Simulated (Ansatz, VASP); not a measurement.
**GeOs3: VASP beside Ansatz**

INCAR

```
PREC = Accurate
ENCUT = 520
EDIFF = 1E-6
ISMEAR = 0
SIGMA = 0.1
LREAL = False
LASPH = True
NELM = 80
ALGO = Normal
ISIF = 2
LWAVE = False
LCHARG = False
GGA = PE
NBANDS = 27
```

KPOINTS

```
Automatic mesh
0
Gamma
  4 4 4
```

POSCAR

```
GeOs3
1.0
    3.9722982000      0.0000000000      0.0000000000
    0.0000000000      3.9722982000      0.0000000000
    0.0000000000      0.0000000000      3.9722982000
Ge Os
1 3
Direct
    0.0000000000      0.0000000000      0.0000000000
    0.5000000000      0.0000000000      0.5000000000
    0.0000000000      0.5000000000      0.5000000000
    0.5000000000      0.5000000000      0.0000000000
```

Input for Ansatz:

```yaml
crystal:
  lattice:
    - [3.9722982, 0.0, 0.0]
    - [0.0, 3.9722982, 0.0]
    - [0.0, 0.0, 3.9722982]
  atoms:
    - { symbol: Ge, position: [0.0, 0.0, 0.0] }
    - { symbol: Os, position: [0.5, 0.0, 0.5] }
    - { symbol: Os, position: [0.0, 0.5, 0.5] }
    - { symbol: Os, position: [0.5, 0.5, 0.0] }
basis:
  ecutwfc: 420
kpoints:
  mp_grid: { grid: [4, 4, 4] }
hamiltonian:
  xc: pbe
scf:
  occupations: { method: gaussian, width: 0.1 }
  lower_state_search: "off"
output:
  forces: true
  stress: true
  eigenvalues: true
```

Change from the starting cell: species swapped into the HoPd3 type (Pm-3m, No. 221).

Alike in both runs: task single point; functional PBE; k mesh 4 × 4 × 4; occupations gaussian, width 0.1 eV; no spin polarisation.

```csv
,VASP,Ansatz
version,VASP 6.6.1,Ansatz 0.2.0
potentials or method,"VASP PAW PBE potentials, release 64 (Ge_d, Os)","scalar-relativistic, plane waves, PAW"
plane-wave cutoff (eV),520,420
valence electrons in the cell,38,62
```

```tsv
	VASP	Ansatz	Ansatz less VASP
gap on the k mesh at the Fermi level (eV)	none	none	-
pressure (GPa)	-17.0	-17.0	+0.03
```

A gap of «none» marks a metal or a gap that the smearing closes. The two sets of potentials don't hold the same shells in valence.

Caveats: the k mesh is coarse (spacing up to 0.40 Å⁻¹), so the values aren't converged; so large a pressure means that the cell lies far from this level's equilibrium, or that cutoff or potentials fall short (VASP). The runs have no spin-orbit coupling, so splittings on Os are missing.
